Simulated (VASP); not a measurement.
KAl: band structure with TB-mBJ

KAl:

```xyz
2
Lattice="4.1269 0.0000 0.0000 0.0000 4.1269 0.0000 0.0000 0.0000 4.1269" Properties=species:S:1:pos:R:3 pbc="T T T"
K     2.0635    2.0635    2.0635
Al    0.0000    0.0000    0.0000
```

The cell was built by a generator and needn't be a form met in nature.

```json
{
 "Program": "VASP 6.6.1",
 "Task": "band structure",
 "Functional": "TB-mBJ",
 "Potentials or basis": "VASP PAW PBE potentials, release 64 (K_sv, Al)",
 "Cutoff": "520 eV",
 "k mesh": "7 × 7 × 7",
 "Occupations": "fermi-dirac, width 0.05 eV",
 "Spin": "no spin polarisation",
 "Further INCAR settings": "ALGO = Normal; EDIFF = 1e-06"
}
```

```json
{
 "Band gap along the path": "none (metal or under the smearing width)"
}
```

Levels at the corners of the path, in eV from the Fermi level:
```
point  band 4  band 5  band 6  band 7  band 8  band 9
    Γ  -14.92   -5.54    2.77    2.77    2.77    2.88
    X  -14.90   -4.30   -1.63    2.61    2.61    4.34
    X  -14.90   -4.30   -1.63    2.61    2.61    4.34
    M  -14.89   -3.70   -0.28   -0.28    2.34    3.96
    M  -14.89   -3.70   -0.28   -0.28    2.34    3.96
    Γ  -14.92   -5.54    2.77    2.77    2.77    2.88
    Γ  -14.92   -5.54    2.77    2.77    2.77    2.88
    R  -15.01   -2.50   -0.29   -0.29   -0.29    4.36
    R  -15.01   -2.50   -0.29   -0.29   -0.29    4.36
    X  -14.90   -4.30   -1.63    2.61    2.61    4.34
    M  -14.89   -3.70   -0.28   -0.28    2.34    3.96
    R  -15.01   -2.50   -0.29   -0.29   -0.29    4.36
```

Run time: 36 s on 1 thread of Intel(R) Xeon(R) Platinum 8559C (Emerald Rapids) (shared host), peak memory 0.19 GiB.
